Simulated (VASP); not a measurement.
Here is the system:

```xyz
4
Lattice="3.2635 0.0000 0.0000 -1.6318 2.8263 0.0000 0.0000 0.0000 5.1417" Properties=species:S:1:pos:R:3 pbc="T T T"
Mg     0.0000     1.8842     2.5536
Zn     1.6318     0.9421     0.0180
O      0.0000     1.8842     4.5413
O      1.6318     0.9421     1.9982
```

Computed with PBEsol GGA, VASP's PBE PAW potentials (set 64) (plane waves; VASP). Settings: 520 eV cut-off, 9×9×5 Γ-centred mesh, tetrahedra with Blöchl corrections, potentials Mg Zn O.

The cores are frozen, which limits the accuracy of field gradients.

**Question.** Give the principal components of the electric field gradient (V/Å²) and the asymmetry η at each nucleus.

**Answer.** 
```
atom    Vxx    Vyy    Vzz     η
----  -----  -----  -----  ----
Mg1    -3.1   -3.1    6.3  0.00
Zn2    -0.1   -0.1    0.2     -
O3     19.4   19.4  -38.8  0.00
O4    -17.9  -17.8   35.7  0.00
```

The structure comes from a computed database's MgZnO2 entry (P3m1); how it stands against other phases isn't given here. It was relaxed first.
